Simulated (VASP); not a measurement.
These are PBEsol GGA, VASP's PBE PAW potentials (set 64) (plane waves; VASP) values and carry that method's errors.

VASP ran on this input.

**POSCAR**
```
CaSe(100) slab
1
    4.1549586804    -0.0000000000    -0.0000000000
   -0.0000000000     4.1549586804     0.0000000000
    0.0000000000     0.0000000000    26.6405095238
Ca Se
4 4
Direct
  0.0000000000   0.5000000000   0.3345750000
  0.5000000000   0.0000000000   0.4448580000
  0.0000000000   0.5000000000   0.5551420000
  0.5000000000   0.0000000000   0.6654250000
  0.0000000000   0.5000000000   0.4448580000
  0.5000000000   0.0000000000   0.3345750000
  0.0000000000   0.5000000000   0.6654250000
  0.5000000000   0.0000000000   0.5551420000
```

### KPOINTS
```
Automatic mesh
0
G
  5 5 1
```

INCAR:
```
SYSTEM  =  CaSe(100) slab
PREC  =  Normal; ENCUT  =  400; LREAL  =  F
LASPH  =  T
EDIFF  =  1E-5; NELM  =  100; NELMIN  =  4
ALGO  =  Normal; LMAXMIX  =  4
ISMEAR  =  0; SIGMA  =  0.05
GGA  =  PS
IBRION  =  2; NSW  =  50; ISIF  =  2
EDIFFG  =  -0.03
LWAVE  =  T; LCHARG  =  F
DIPOL  =  0.5 0.5 0.5
LDIPOL  =  T; IDIPOL  =  3
```

POTCAR, in this order: Ca_sv Se (PBE.64 set). Program: vasp_std.

### Question
What will the output report for the number of irreducible k-points (NKPTS), largest plane-wave count, number of space-group operations, FFT grid (NGX, NGY, NGZ)?

### Answer

```yaml
number of irreducible k-points (NKPTS): 6
largest_plane_wave_count: 8407
number_of_space_group_operations: 16
FFT grid (NGX, NGY, NGZ): 20 × 20 × 140
```

The cell is a thin slab with vacuum, built from CaSe (rock salt): (100) face.
